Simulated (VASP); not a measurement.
Here is the system:

```
SnC
1.0
    0.00000     2.03836     2.03836
    2.03836     0.00000     2.03836
   12.20070    12.20070    -4.04728
Sn C
4 4
Direct
  0.17221   0.17221   0.87085
  0.24840   0.24840   0.06370
  0.00160   0.00160   0.24880
  0.07779   0.07779   0.44165
  0.89232   0.89232   0.58076
  0.18783   0.18783   0.60913
  0.06217   0.06217   0.70337
  0.35768   0.35768   0.73174
```

Calculation: PBEsol GGA, VASP's PBE PAW potentials (set 64) (plane waves; VASP). Numerical set-up: 520 eV cut-off, 14×14×2 Γ-centred mesh, tetrahedra with Blöchl corrections, potentials Sn_d C.

Unless said otherwise, spin-orbit coupling is left out, though it shifts the bands of the heavy elements here.

What does the run give for the energy per atom (σ→0), band gap (on the k-mesh) with the smallest direct gap where there is one?

| Quantity | Result |
|---|---|
| band gap (on the k-mesh) | none (metal, semimetal or under 0.01 eV) |
| energy per atom (σ→0) | -6.161 eV/atom |

Only differences to runs with the same potentials and settings are physical.

The structure was generated: Sn4C4 was put into an ordered model structure (R-3m), which need not be its known phase. It was relaxed first, which changed the volume by -7 %.
